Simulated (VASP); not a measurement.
Computed with PBE GGA with D4 dispersion, VASP's PBE PAW potentials (set 64) (plane waves; VASP 6.6.1).

VASP input:

### POSCAR
```
CoAl
1.0
  2.8218212594   0.0000000000   0.0000000000
  0.0000000000   2.8218212594   0.0000000000
  0.0000000000   0.0000000000   2.8218212594
Al Co
1 1
Cartesian
  1.4109106297   1.4109106297   1.4109106297
  0.0000000000   0.0000000000   0.0000000000
```

**KPOINTS**
```
Automatic mesh
0
Gamma
12 12 12
0 0 0
```

INCAR:
```
SYSTEM  =  CoAl
PREC  =  Accurate; ENCUT  =  520; LREAL  =  .False.
LASPH  =  .True.
EDIFF  =  1E-6; NELM  =  100; ALGO  =  Normal
LMAXMIX  =  4
ISMEAR  =  1; SIGMA  =  0.1
GGA  =  PE; IVDW  =  13
IBRION  =  2; NSW  =  60; ISIF  =  3
EDIFFG  =  -0.01
LWAVE  =  .False.; LCHARG  =  .False.
```

POTCAR, in this order: Al Co (PBE.64 set). Program: vasp_std.

The resulting files:

### OSZICAR
```
       N       E                     dE             d eps       ncg     rms          rms(c)
DAV:   1     0.363217027878E+02    0.36322E+02   -0.54849E+03  1696   0.128E+03
DAV:   2    -0.124180027671E+02   -0.48740E+02   -0.46265E+02  1696   0.196E+02
DAV:   3    -0.136356413492E+02   -0.12176E+01   -0.12081E+01  1972   0.397E+01
DAV:   4    -0.136591541125E+02   -0.23513E-01   -0.23504E-01  2084   0.504E+00
DAV:   5    -0.136598219463E+02   -0.66783E-03   -0.66781E-03  1926   0.847E-01    0.128E+01
DAV:   6    -0.161801522872E+02   -0.25203E+01   -0.69550E+01  1908   0.126E+02    0.168E+01
DAV:   7    -0.119977275313E+02    0.41824E+01   -0.30673E+01  1846   0.802E+01    0.185E+00
DAV:   8    -0.119894010062E+02    0.83265E-02   -0.21106E-01  1758   0.416E+00    0.117E+00
DAV:   9    -0.119753756509E+02    0.14025E-01   -0.43504E-02  2072   0.299E+00    0.291E-01
DAV:  10    -0.119749217274E+02    0.45392E-03   -0.13484E-03  2194   0.520E-01    0.136E-01
DAV:  11    -0.119749113678E+02    0.10360E-04   -0.28662E-05  2158   0.564E-02    0.245E-02
DAV:  12    -0.119749059597E+02    0.54081E-05   -0.27295E-05  1974   0.742E-02    0.563E-03
DAV:  13    -0.119749059826E+02   -0.22880E-07   -0.33178E-07   890   0.581E-03
   1 F= -.12878493E+02 E0= -.12878414E+02  d E =-.128785E+02
```

File OUTCAR:
```
------------------------ aborting loop because EDIFF is reached ----------------------------------------
  Edisp (eV):   -0.90359
  FORCE on cell =-STRESS in cart. coord.  units (eV):
  Direction    XX          YY          ZZ          XY          YZ          ZX
  --------------------------------------------------------------------------------------
  Total       0.00006     0.00006     0.00006     0.00000     0.00000     0.00000
  in kB       0.00395     0.00395     0.00395     0.00000     0.00000     0.00000
  external pressure =        0.00 kB  Pullay stress =        0.00 kB
  volume of cell :       22.47
      direct lattice vectors                 reciprocal lattice vectors
     2.821821259  0.000000000  0.000000000     0.354381057  0.000000000  0.000000000
     0.000000000  2.821821259  0.000000000     0.000000000  0.354381057  0.000000000
     0.000000000  0.000000000  2.821821259     0.000000000  0.000000000  0.354381057
 POSITION                                       TOTAL-FORCE (eV/Angst)
 -----------------------------------------------------------------------------------
      1.41091      1.41091      1.41091         0.000000      0.000000      0.000000
      0.00000      0.00000      0.00000         0.000000      0.000000      0.000000
 -----------------------------------------------------------------------------------
    total drift:                                0.000000      0.000000      0.000000
  FREE ENERGIE OF THE ION-ELECTRON SYSTEM (eV)
  ---------------------------------------------------
  free  energy   TOTEN  =       -12.8784926944 eV

  energy  without entropy=      -12.8782562559  energy(sigma->0) =      -12.87841388

 reached required accuracy - stopping structural energy minimisation
```
(Selected blocks of OUTCAR.)

The compound is CoAl in the CsCl type structure. It was relaxed first. The start is the result of an earlier pass. The run is not spin-polarised, so no magnetic state was tried.
